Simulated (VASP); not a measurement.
Data:

```cif
data_Ca4O4
_chemical_formula_sum 'Ca4 O4'
_space_group_name_H-M_alt 'Fm-3m'
_space_group_IT_number 225
_space_group_name_Hall '-F 4 2 3'
_cell_length_a 4.79947
_cell_length_b 4.79947
_cell_length_c 4.79947
_cell_angle_alpha 90.000
_cell_angle_beta 90.000
_cell_angle_gamma 90.000
loop_
_atom_site_label
_atom_site_type_symbol
_atom_site_symmetry_multiplicity
_atom_site_Wyckoff_symbol
_atom_site_fract_x
_atom_site_fract_y
_atom_site_fract_z
_atom_site_occupancy
Ca1 Ca 4 a 0.00000 0.00000 0.00000 1
O1 O 4 b 0.50000 0.50000 0.50000 1
```
(The calculation used a cell of 2 atoms; values per cell refer to that cell.)

The numbers are results of optB86b-vdW, VASP's PBE PAW potentials (set 64) (plane waves; VASP), not measurements. Run with 520 eV cut-off, 10×10×10 Γ-centred mesh, Gaussian smearing of 0.050 eV, potentials Ca_sv O.

Task: Give the energy at these volumes per atom, relative to the lowest: 12.97, 13.39, 13.80, 14.21, 14.63 Å³.

Result: 20.6, 5.1, 0.0, 3.8, 15.1 meV/atom. A third-order Birch-Murnaghan fit gives B0 = 113 GPa and B0′ = 4.4.

Measured: a 4.781 Å at 0 K (computed value off by +0.4 %), as given by Wei Chen et al., Physical Review Materials (2018), doi:10.1103/physrevmaterials.2.073803 [zero-point anharmonic expansion removed].

The compound is CaO in the rock salt structure. It was relaxed first.
